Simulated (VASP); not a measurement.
OSZICAR of a VASP run on Sr (fcc):

File OSZICAR:
```
       N       E                     dE             d eps       ncg     rms          rms(c)
DAV:   1     0.405494740601E+02    0.40549E+02   -0.47300E+03   522   0.937E+02
DAV:   2     0.254732156646E+01   -0.38002E+02   -0.37634E+02   554   0.168E+02
DAV:   3     0.894333369461E+00   -0.16530E+01   -0.16460E+01   810   0.284E+01
DAV:   4     0.848946753503E+00   -0.45387E-01   -0.45352E-01   790   0.418E+00
DAV:   5     0.848311909539E+00   -0.63484E-03   -0.63417E-03   801   0.342E-01    0.973E+00
DAV:   6     0.845020782176E+00   -0.32911E-02   -0.72390E-03   636   0.724E-01    0.574E+00
DAV:   7     0.842180301465E+00   -0.28405E-02   -0.15237E-02   571   0.109E+00    0.730E-02
DAV:   8     0.841593476588E+00   -0.58682E-03   -0.13871E-03   773   0.296E-01    0.600E-02
DAV:   9     0.841495303339E+00   -0.98173E-04   -0.12010E-04   679   0.812E-02    0.315E-02
DAV:  10     0.841472738908E+00   -0.22564E-04   -0.54107E-05   586   0.620E-02    0.630E-03
DAV:  11     0.841472127004E+00   -0.61190E-06   -0.73048E-07   941   0.549E-03    0.276E-03
DAV:  12     0.841471687159E+00   -0.43985E-06   -0.90806E-07   640   0.682E-03    0.113E-03
DAV:  13     0.841471670285E+00   -0.16874E-07   -0.34565E-08   378   0.167E-03
   1 F= 0.84147167E+00 E0= 0.84205040E+00  d E =-.115746E-02
```

Problem. Which electronic solver shows in the log?

Solution. It is blocked Davidson (ALGO = Normal, or the opening steps of other solvers). The INCAR had ALGO = Normal.

Problem. Can the final energy be trusted as converged?

Solution. The calculation finished and met its thresholds. It stopped with EDIFF = 1E-7, NELM = 100 (vdW-DF2, plane waves, VASP's PBE PAW potentials (set 64)).

The compound is Sr in the fcc structure. This cell is one point of a volume scan, at 1.06 of the reference volume.
